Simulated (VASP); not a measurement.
Data:

```yaml
crystal:
  lattice:
    - [3.21433, 0.00000, 0.00000]
    - [-1.60717, 2.78369, 0.00000]
    - [0.00000, 0.00000, 17.03398]
  atoms:
    - { symbol: Re, position: [0.66667, 0.33333, 0.50000] }
    - { symbol: S, position: [0.33333, 0.66667, 0.41094] }
    - { symbol: S, position: [0.33333, 0.66667, 0.58906] }
```

Computed with PBE GGA, VASP's PBE PAW potentials (set 64) (plane waves; VASP 6.6.1). Settings: 300 eV cut-off, 12×12×1 Γ-centred mesh, Gaussian smearing of 0.14 eV, potentials Re S.

The cell holds a wide vacuum, so values per volume refer to the whole cell.

**Question.** Give the energies of bands 4 to 12 at the high-symmetry points, in eV from the Fermi level.

**Answer.** 
```
band      Γ      M      K
----  -----  -----  -----
4     -5.17  -6.97  -7.33
5     -5.17  -6.37  -6.39
6     -4.00  -5.62  -5.87
7     -4.00  -3.88  -5.11
8     -3.71  -3.40  -4.20
9     -2.10  -2.96  -2.29
10     0.63  -0.02  -0.95
11     0.63   0.44   1.20
12     0.98   1.94   1.50
```

It has no gap at this level: it comes out as a metal or semimetal.

The cell is a sheet with vacuum, built from a generated structure.
